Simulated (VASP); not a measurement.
# GaGe₃: restarted molecular dynamics, 2 variants

GaGe₃, Pm-3m (no. 221), 12 atoms in the cell. PBE, molecular dynamics; PAW potentials Ge, Ga (PBE set).

| Restart from | Temperature at the end (K) | The same without a restart (K) | Potential energy at the end (eV/atom) | The same without a restart (eV/atom) | Electronic steps in the first step after the restart | Time (s) |
|---|---|---|---|---|---|---|
| CONTCAR with velocities, WAVECAR read | 1393.0 | 1393.0 | -3.72379 | -3.72379 | 4 | 350 |
| CONTCAR with velocities, no WAVECAR | 1393.0 | 1393.0 | -3.72379 | -3.72379 | 14 | 374 |

Limits: 180 fs of 12 atoms are too short for converged averages; the cell is only 4.3 Å across, so each atom moves in step with near copies of itself.

## Input of the first row

INCAR.step1:
```
ALGO = Fast
EDIFF = 1E-6
ENCUT = 200
GGA = PE
IBRION = 0
ISIF = 2
ISMEAR = -1
ISYM = 0
KPAR = 2
LASPH = True
LCHARG = False
LREAL = Auto
LWAVE = True
MDALGO = 2
NELM = 60
NELMIN = 4
NSW = 30
POTIM = 3.0
PREC = Normal
RANDOM_SEED = 4391 0 0
SIGMA = 0.069
SMASS = -3
TEBEG = 1600
```

INCAR.step2, as INCAR.step1 but for:
```
- LWAVE = True
+ LWAVE = False
```

KPOINTS:
```
k-points
0
Gamma
  3 3 1
```

POSCAR.step1:
```
GaGe3
1.0
    4.2784660000      0.0000000000      0.0000000000
    0.0000000000      4.2784660000      0.0000000000
    0.0000000000      0.0000000000     12.8353980000
Ge Ga
9 3
Direct
    0.5000000000      0.5000000000      0.0000000000
    0.5000000000      0.5000000000      0.3333333333
    0.5000000000      0.5000000000      0.6666666667
    0.5000000000      0.0000000000      0.1666666667
    0.5000000000      0.0000000000      0.5000000000
    0.5000000000      0.0000000000      0.8333333333
    0.0000000000      0.5000000000      0.1666666667
    0.0000000000      0.5000000000      0.5000000000
    0.0000000000      0.5000000000      0.8333333333
    0.0000000000      0.0000000000      0.0000000000
    0.0000000000      0.0000000000      0.3333333333
    0.0000000000      0.0000000000      0.6666666667
```

Commands (each step's output is kept before the next begins):
```
cat potpaw_PBE.64/Ge/POTCAR potpaw_PBE.64/Ga/POTCAR > POTCAR
cp INCAR.step1 INCAR
cp POSCAR.step1 POSCAR
mpirun -np 2 vasp_std > vasp.out
cp CONTCAR POSCAR
cp INCAR.step2 INCAR
mpirun -np 2 vasp_std > vasp.out
```

Changes of the last row against the first:
```
(step 1)
- LWAVE = True
+ LWAVE = False
```

VASP 6.6.1 took 350 s on 2 cores (AMD EPYC 7R43 (Zen 3)), a shared host.
